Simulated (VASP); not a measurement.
These are LDA (Ceperley-Alder, Perdew-Zunger), VASP's LDA PAW potentials (set 64) (plane waves; VASP) values and carry that method's errors.

The input files of a VASP run:

INCAR:
```
ALGO = Normal
EDIFF = 1E-7
ENCUT = 400
ICHARG = 11
ISMEAR = 0
LASPH = .TRUE.
LCHARG = .FALSE.
LMAXMIX = 4
LORBIT = 11
LREAL = .FALSE.
LWAVE = .FALSE.
NELM = 100
PREC = Accurate
SIGMA = 0.05
SYSTEM = CsCl
```

KPOINTS:
```
k-points along high-symmetry lines
15
Line-mode
Reciprocal
  0.000000   0.000000   0.000000 ! GAMMA
  0.000000   0.500000   0.000000 ! X

  0.000000   0.500000   0.000000 ! X
  0.500000   0.500000   0.000000 ! M

  0.500000   0.500000   0.000000 ! M
  0.000000   0.000000   0.000000 ! GAMMA

  0.000000   0.000000   0.000000 ! GAMMA
  0.500000   0.500000   0.500000 ! R

  0.500000   0.500000   0.500000 ! R
  0.000000   0.500000   0.000000 ! X

  0.500000   0.500000   0.500000 ! R
  0.500000   0.500000   0.000000 ! M
```

### POSCAR
```
CsCl
1
    3.9738754760     0.0000000000     0.0000000000
    0.0000000000     3.9738754760     0.0000000000
    0.0000000000     0.0000000000     3.9738754760
Cs Cl
1 1
Direct
  0.0000000000   0.0000000000   0.0000000000
  0.5000000000   0.5000000000   0.5000000000
```

POTCAR, in this order: Cs_sv Cl (LDA.64 set). Program: vasp_std. Read from the step before: CHGCAR.

### Question
What will the output report for the number of irreducible k-points (NKPTS), number of bands (NBANDS), largest plane-wave count, number of space-group operations, FFT grid (NGX, NGY, NGZ)?

### Answer

```json
{
  "number of irreducible k-points (NKPTS)": "90",
  "number of bands (NBANDS)": "12",
  "largest_plane_wave_count": "1165",
  "number_of_space_group_operations": "48",
  "FFT grid (NGX, NGY, NGZ)": "28 × 28 × 28"
}
```

The compound is CsCl in the CsCl type structure. It was relaxed first, which changed the volume by -10 %.
